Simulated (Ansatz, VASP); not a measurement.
# Cross-check of Zn2Re between VASP and Ansatz, part 2 of 2

One calculation is typed for both programs; each brings its own data sets and cutoff. How far apart do they land? The cell is invented: other elements were put on sites of a known structure type. It may not be a known or stable phase. The cell is taken from a series of VASP runs on this material, whose earlier steps may have relaxed, scaled or displaced it; both programs get it as it stands.

VASP 6.6.1 and Ansatz 0.2.0.

So far. Step 3 (Ansatz: single point, PBE): The run ends at a pressure of 0.12 GPa. Step 5 (Ansatz: single point, r2SCAN, spin-orbit coupling): The run ends at a pressure of -2.01 GPa.

## (6) VASP: single point, r2SCAN, spin-orbit coupling

Level of this step: r2SCAN, spin-orbit coupling; plane waves and PAW (Zn, Re); invented cell (VASP).

The same cell, functional, mesh and smearing now go to VASP, with its own data sets and cutoff.

run.py reads:

```python
import numpy as np
from ase.calculators.vasp import Vasp
from ase.io import read
from ase.dft.bandgap import bandgap

atoms = read('Zn2Re.cif')

calc = Vasp(
    xc='r2scan',
    pp='PBE',
    prec='Accurate',
    encut=400,
    ediff=1e-06,
    nelm=100,
    ismear=0,
    sigma=0.05,
    lreal=False,
    algo='Normal',
    lasph=True,
    lnoncollinear=True,
    nbands=152,
    gga_compat=False,
    lsorbit=True,
    lmaxmix=4,
    lorbit=11,
    lwave=False,
    lcharg=False,
    isif=2,
    pp_version='64',
    setups={'Zn': '', 'Re': ''},
    kpts=(3, 3, 3),
    gamma=True,
    txt='vasp.out',
    custom={'MAGMOM': '0 0 0 0 0 0 0 0 0 0 0 0 0 0 0 0 0 0 0 0 0 0 0 0 0 0 0 0 0 0 0 0 0 0 0 0'},
)
atoms.calc = calc

print("energy (eV):", round(atoms.get_potential_energy(), 6))
print("Fermi level (eV):", round(calc.get_fermi_level(), 4))
print("forces (eV/A):")
print(np.round(atoms.get_forces(), 4))
print("stress (GPa, Voigt, tension positive):", np.round(atoms.get_stress() * 160.21766, 3))
gap, p1, p2 = bandgap(calc, direct=False)
print("gap on the mesh (eV):", round(gap, 4))
```

Zn2Re.cif reads:

```cif
data_Zn2Re
_cell_length_a 5.95845147
_cell_length_b 5.95845147
_cell_length_c 5.95845147
_cell_angle_alpha 90.00000000
_cell_angle_beta 90.00000000
_cell_angle_gamma 90.00000000
_space_group_name_H-M_alt 'P1'
_space_group_name_Hall 'P 1'
_space_group_IT_number 1
loop_
_space_group_symop_operation_xyz
'x,y,z'
loop_
_atom_site_label
_atom_site_type_symbol
_atom_site_symmetry_multiplicity
_atom_site_Wyckoff_symbol
_atom_site_fract_x
_atom_site_fract_y
_atom_site_fract_z
_atom_site_occupancy
Zn1 Zn 1 a 0.2500000000 0.7500000000 0.7500000000 1
Zn2 Zn 1 a 0.2500000000 0.2500000000 0.7500000000 1
Zn3 Zn 1 a 0.2500000000 0.2500000000 0.2500000000 1
Zn4 Zn 1 a 0.2500000000 0.7500000000 0.2500000000 1
Zn5 Zn 1 a 0.7500000000 0.7500000000 0.2500000000 1
Zn6 Zn 1 a 0.7500000000 0.2500000000 0.2500000000 1
Zn7 Zn 1 a 0.7500000000 0.2500000000 0.7500000000 1
Zn8 Zn 1 a 0.7500000000 0.7500000000 0.7500000000 1
Re1 Re 1 a 0.0000000000 0.0000000000 0.0000000000 1
Re2 Re 1 a 0.0000000000 0.5000000000 0.5000000000 1
Re3 Re 1 a 0.5000000000 0.0000000000 0.5000000000 1
Re4 Re 1 a 0.5000000000 0.5000000000 0.0000000000 1
```

Potentials, in the order of the species: Zn and Re (PBE family, release 64).

Launch:

```console
> export ASE_VASP_COMMAND="mpirun -np 1 vasp_ncl"
> python run.py
```

Numbers of over 12 decimals in the logs are rounded to 6 here.

Output:

```text
energy (eV): -269.341582
Fermi level (eV): 2.5888
forces (eV/A):
[[ 0.  0. -0.]
 [ 0. -0.  0.]
 [-0. -0. -0.]
 [-0.  0. -0.]
 [-0.  0. -0.]
 [-0.  0. -0.]
 [-0. -0.  0.]
 [ 0.  0.  0.]
 [ 0. -0.  0.]
 [ 0. -0.  0.]
 [ 0. -0.  0.]
 [ 0. -0.  0.]]
stress (GPa, Voigt, tension positive): [ 2.089  2.089  2.089 -0.     0.    -0.   ]
gap on the mesh (eV): 0.0
```

ASE turned this into the INCAR:

```
ENCUT = 400.000000
SIGMA = 0.050000
EDIFF = 1.00e-06
ALGO = Normal
METAGGA = R2SCAN
PREC = Accurate
ISIF = 2
ISMEAR = 0
LMAXMIX = 4
LORBIT = 11
NBANDS = 152
NELM = 100
LASPH = .TRUE.
LCHARG = .FALSE.
LWAVE = .FALSE.
LSORBIT = .TRUE.
LNONCOLLINEAR = .TRUE.
GGA_COMPAT = .FALSE.
LREAL = .FALSE.
MAGMOM = 0 0 0 0 0 0 0 0 0 0 0 0 0 0 0 0 0 0 0 0 0 0 0 0 0 0 0 0 0 0 0 0 0 0 0 0  # <Custom ASE key>
```

Parts of OUTCAR (step 6):

```text
  Total       -2.7583606     -2.7583606     -2.7583606      0.0000000      0.0000000     -0.0000000
  in kB      -20.8911045    -20.8911045    -20.8911045      0.0000000      0.0000000     -0.0000000
  external PRESSURE =     -20.8911045 kB  Pullay stress =       0.0000000 kB

 POSITION                                       TOTAL-FORCE (eV/Angst)
 -----------------------------------------------------------------------------------
      1.48961      4.46884      4.46884         0.000000      0.000000     -0.000000
      1.48961      1.48961      4.46884         0.000000     -0.000000      0.000000
      1.48961      1.48961      1.48961        -0.000000     -0.000000     -0.000000
      1.48961      4.46884      1.48961        -0.000000      0.000000     -0.000000
      4.46884      4.46884      1.48961        -0.000000      0.000000     -0.000000
      4.46884      1.48961      1.48961        -0.000000      0.000000     -0.000000
      4.46884      1.48961      4.46884        -0.000000     -0.000000      0.000000
      4.46884      4.46884      4.46884         0.000000      0.000000      0.000000
      0.00000      0.00000      0.00000         0.000000     -0.000000      0.000000
      0.00000      2.97923      2.97923         0.000000     -0.000000      0.000000
      2.97923      0.00000      2.97923         0.000000     -0.000000      0.000000
      2.97923      2.97923      0.00000         0.000000     -0.000000      0.000000
 -----------------------------------------------------------------------------------
    total drift:                               -0.000000      0.000000      0.000000

  FREE ENERGIE OF THE ION-ELECTRON SYSTEM (eV)
  ---------------------------------------------------
[...]
------------------------------------------
    1        0.000   0.000  -0.000   0.000
    2       -0.000   0.000   0.000  -0.000
    3       -0.000   0.000   0.000   0.000
    4        0.000   0.000   0.000   0.000
    5        0.000  -0.000   0.000   0.000
    6       -0.000  -0.000  -0.000  -0.000
    7        0.000  -0.000   0.000   0.000
    8       -0.000   0.000   0.000   0.000
    9       -0.000   0.000  -0.000  -0.000
   10        0.000   0.000   0.000   0.000
   11       -0.000   0.000  -0.000  -0.000
   12       -0.000   0.000   0.000   0.000
--------------------------------------------------
tot          0.000   0.000   0.000   0.000

 magnetization (y)
# of ion       s       p       d       tot
------------------------------------------
    1       -0.000  -0.000   0.000  -0.000
    2        0.000   0.000  -0.000   0.000
    3       -0.000   0.000  -0.000  -0.000
    4        0.000  -0.000   0.000  -0.000
    5       -0.000  -0.000   0.000  -0.000
    6       -0.000   0.000  -0.000   0.000
    7        0.000   0.000   0.000   0.000
    8       -0.000  -0.000   0.000  -0.000
    9        0.000  -0.000  -0.000  -0.000
   10        0.000   0.000  -0.000  -0.000
   11       -0.000  -0.000  -0.000  -0.000
   12        0.000  -0.000  -0.000  -0.000
--------------------------------------------------
tot         -0.000   0.000  -0.000  -0.000

 magnetization (z)
# of ion       s       p       d       tot
------------------------------------------
    1        0.000   0.000  -0.000   0.000
    2        0.000   0.000  -0.000  -0.000
    3       -0.000  -0.000   0.000  -0.000
    4       -0.000  -0.000   0.000  -0.000
    5       -0.000  -0.000  -0.000  -0.000
    6       -0.000   0.000  -0.000  -0.000
    7        0.000   0.000   0.000   0.000
    8       -0.000  -0.000   0.000  -0.000
    9       -0.000  -0.000  -0.000  -0.000
   10        0.000  -0.000  -0.000  -0.000
   11        0.000  -0.000  -0.000  -0.000
   12        0.000  -0.000  -0.000  -0.000
--------------------------------------------------
tot         -0.000  -0.000  -0.000  -0.000

[... 3 further parts left out ...]
[key lines of the parts left out:]
E-fermi :   2.5888
```

At this level the cell is under a tension of 2.1 GPa, so at these settings it is away from equilibrium.

## (7) Comparison

What differs besides the data sets and the points named for the pairs above, as far as they apply: spin-orbit coupling enters by fully relativistic files in Ansatz and inside the spheres in VASP; VASP keeps PBE cores, Ansatz makes them for the functional; the data sets hold 156 valence electrons in Ansatz (fully relativistic PAW (standard-fr) files) and 124 in VASP; the cutoff is 500 eV in Ansatz and 400 eV in VASP. Total energies have different zeros and are not compared.

Both answers:

```csv
quantity,Ansatz,VASP,difference
pressure (GPa),-2.01,-2.09,+0.08
```

Ansatz's pressure holds a Pulay correction of 0.04 GPa; VASP's holds none.

## (8) Summary of results

```json
{
 "difference in pressure (single point, PBE)": "0.040 GPa",
 "difference in pressure (single point, r2SCAN, spin-orbit coupling)": "0.079 GPa"
}
```

The difference in pressure is 0.079 GPa (single point, r2SCAN, spin-orbit coupling), within the 1 GPa picked in this series as the mark of a large difference. Such differences can come from data sets, numerical settings and the points named under the comparisons, not from the functional's error against experiment.

[Lines on the potential files, build, host, timing and source positions are cut from VASP's logs without a mark.]

[Logs are printed without paths, hosts, clocks, repeated set-up lines and the standing remarks that a program may print on its own settings, such as how far it seeks lower states.]

[Hosts, paths, dates, database ids (printed as entryN), source tags and the programs' standing remarks are cut or masked in the printed files.]
